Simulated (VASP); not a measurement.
All values below come from PBE GGA, VASP's PBE PAW potentials (set 64) (plane waves; VASP).

The input files of a VASP run:

### INCAR
```
ALGO  =  Normal
EDIFF  =  1E-6
ENCUT  =  400
GGA  =  PE
ISIF  =  2
ISMEAR  =  1
LASPH  =  .TRUE.
LCHARG  =  .FALSE.
LMAXMIX  =  4
LREAL  =  .FALSE.
LWAVE  =  .FALSE.
NELM  =  100
PREC  =  Accurate
SIGMA  =  0.1
SYSTEM  =  Rb
```

### KPOINTS
```
Automatic
0
Monkhorst
  2 2 2
0 0 0
```

File POSCAR:
```
Rb
1
   -2.8250000000     2.8250000000     2.8250000000
    2.8250000000    -2.8250000000     2.8250000000
    2.8250000000     2.8250000000    -2.8250000000
Rb
1
Direct
  0.0000000000   0.0000000000   0.0000000000
```

POTCAR, in this order: Rb_sv (PBE.64 set). Program: vasp_std.

Gaps are read on the run's mesh, which can miss a band edge.

**Question.** Predict the energy per atom (σ→0), band gap (on the k-mesh).

**Answer.** 
The energy per atom (σ→0) comes out as -0.826 eV/atom and the band gap (on the k-mesh) is none (metal, semimetal or under 0.01 eV).

OSZICAR:
```
...
DAV:   4    -0.828938352779E+00   -0.34560E-01   -0.34560E-01    48   0.347E+00
DAV:   5    -0.829206873202E+00   -0.26852E-03   -0.26852E-03    40   0.307E-01    0.148E+00
DAV:   6    -0.830505403917E+00   -0.12985E-02   -0.18725E-03    56   0.303E-01    0.888E-01
DAV:   7    -0.831864814883E+00   -0.13594E-02   -0.34672E-03    32   0.398E-01    0.454E-02
DAV:   8    -0.832010911716E+00   -0.14610E-03   -0.12148E-04    32   0.899E-02    0.161E-02
DAV:   9    -0.832024580570E+00   -0.13669E-04   -0.11657E-05    32   0.294E-02    0.618E-03
DAV:  10    -0.832024554129E+00    0.26441E-07   -0.27661E-06    40   0.108E-02
   1 F= -.83202455E+00 E0= -.82580190E+00  d E =-.186679E-01
```

The compound is Rb in the bcc structure. The cell was not relaxed at this level. The k-mesh is coarse (spacing up to 0.79 per Å, 2π included), so the numbers may not be converged in it. The run is one of a series of settings (KPOINTS 2×2×2 Monkhorst-Pack mesh against the base run), some of them coarse on purpose.
